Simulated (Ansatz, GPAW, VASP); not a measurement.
Code comparison for Te2Au (C2/m, 3 atoms in the cell)

Self-consistent single point, at a second geometry (lattice scaled by 0.98). First geometry:

```
Te2Au
1.0
    3.62209    -2.10455     0.00000
    3.62209     2.10455     0.00000
   -0.01077     0.00000     5.19449
Te Au
2 1
Cartesian
  2.30539   0.00000   1.50183
  4.92801   0.00000   3.69266
  0.00000   0.00000   0.00000
```

Shared settings, as Ansatz (a first-principles code) writes them: kpoints.mp_grid.grid = 7 7 5; scf.occupations.method = gaussian; scf.occupations.width = 0.1 eV. Potentials and cutoffs stand in the table.

```csv
code,model,ΔF from the first geometry (meV/atom),pressure (GPa),largest force (eV/Å),cutoff
VASP,"PBEsol, VASP's PBE PAW potentials (set 64)",-2.7,2.26,0.270,300 eV
Ansatz,"PBEsol, PAW files made with PBE",-2.2,2.43,0.268,default
GPAW,"PBEsol, GPAW PAW datasets PBEsol (made by gpaw-setup)",-4.0,2.25,0.299,600 eV
```

On Ansatz's run: spin-orbit coupling is off.

The spread over the programs that give each value: ΔF from the first geometry within 1.8 meV/atom; pressure within 0.18 GPa; largest force within 0.031 eV/Å.

Ansatz's pressure is given at a fixed set of plane waves, as the other plane-wave codes print theirs; with its correction for the finite basis it is 2.47 GPa.

VASP's run is marked for a possible Pulay error in its stress at this cutoff; no cutoff test was made.

The starting cell comes from a database of computed structures (which also holds hypothetical and non-ambient phases and stackings), without a prior relaxation at this level. For this run, on top of that: lattice scaled by 0.98.

Left out of this page: Quantum ESPRESSO, CP2K, Elk, FLEUR and SIESTA (not drawn, or without a comparable value).

Keys are those of Ansatz 0.2.
